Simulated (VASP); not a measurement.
OSZICAR of a VASP run on CuAu (L1_0):

File OSZICAR:
```
       N       E                     dE             d eps       ncg     rms          rms(c)
DAV:   1     0.116837332412E+03    0.11684E+03   -0.98673E+03  7685   0.176E+03
DAV:   2    -0.277977345588E+01   -0.11962E+03   -0.11370E+03  7469   0.300E+02
DAV:   3    -0.677525193227E+01   -0.39955E+01   -0.39552E+01  9275   0.666E+01
DAV:   4    -0.681417206729E+01   -0.38920E-01   -0.38906E-01  8317   0.560E+00
DAV:   5    -0.681536229043E+01   -0.11902E-02   -0.11902E-02 11099   0.107E+00    0.949E+00
DAV:   6    -0.611322890478E+01    0.70213E+00   -0.26844E+00  8977   0.311E+01    0.527E+00
DAV:   7    -0.610081755455E+01    0.12411E-01   -0.44279E-01  9581   0.293E+01    0.435E+00
DAV:   8    -0.606785694836E+01    0.32961E-01   -0.16105E-01  8811   0.155E+01    0.222E+00
DAV:   9    -0.606325571750E+01    0.46012E-02   -0.78100E-03 11113   0.208E+00    0.762E-02
DAV:  10    -0.606325283290E+01    0.28846E-05   -0.16119E-04 10165   0.159E-01    0.355E-02
DAV:  11    -0.606325662718E+01   -0.37943E-05   -0.17492E-05  9366   0.429E-02    0.818E-03
DAV:  12    -0.606325604791E+01    0.57927E-06   -0.36076E-07  5523   0.816E-03
   1 F= -.60632560E+01 E0= -.60631993E+01  d E =-.170183E-03
```

Task: Which electronic solver shows in the log?

Result: It is blocked Davidson (ALGO = Normal, or the opening steps of other solvers). The INCAR had ALGO = Normal.

Task: Can the final energy be trusted as converged?

Result: The calculation finished and met its thresholds. It stopped with EDIFF = 1E-6, NELM = 100 (PBE GGA + U (Dudarev), plane waves, VASP's PBE PAW potentials (set 64)).

The compound is CuAu in the L1_0 structure. The cell was not relaxed at this level, atoms are displaced from their ideal sites. The run is one of a series of settings (LDAU = .TRUE., LDAUJ = 0 0, LDAUL = 2 -1, LDAUTYPE = 2, LDAUU = 3.0 0 against the base run), some of them coarse on purpose.
